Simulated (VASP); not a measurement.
Runs of VASP 6.6.1 on W. The structure is cubic, space group Im-3m (No. 229). Conventional cell: a = 3.155 Å, b = 3.155 Å, c = 3.155 Å, α = 90.00°, β = 90.00°, γ = 90.00°. Around W (site symmetry m-3m) lie 8 W at 2.73 Å. 

| task | level | potentials or basis | spin | cell | cutoff (eV) | k mesh for the DOS | occupations for the DOS | pressure (GPa) |
| --- | --- | --- | --- | --- | --- | --- | --- | --- |
| band structure | r2SCAN | VASP PAW PBE potentials, release 64 (W_sv) | off | Im-3m, 15.71 Å³/atom | 520 | - | - | (a) |
| band structure | PBE | VASP PAW PBE potentials, release 64 (W_sv) | off | Im-3m, 15.71 Å³/atom | 520 | - | - | 8.9 |
| band structure | PBE | VASP PAW PBE potentials, release 64 (W_sv) | SOC, no magnetisation | Im-3m, 15.71 Å³/atom | 520 | - | - | 9.8 |
| band structure | LDA | VASP PAW LDA potentials, release 64 (W_sv) | off | Im-3m, 15.71 Å³/atom | 520 | - | - | -4.6 |
| relaxation of cell and atoms | PBEsol | VASP PAW PBE potentials, release 64 (W_sv) | off | relaxed | 600 | - | - | 0.0 |

Alike in all rows: k mesh 16 × 16 × 16; smearing methfessel-paxton 0.1 eV.

**Question.** Estimate the missing entries.

**Answer.** (a) 5.3.

Caveats: the PAW data sets were made with another functional, which shifts forces and pressure a little (some runs).
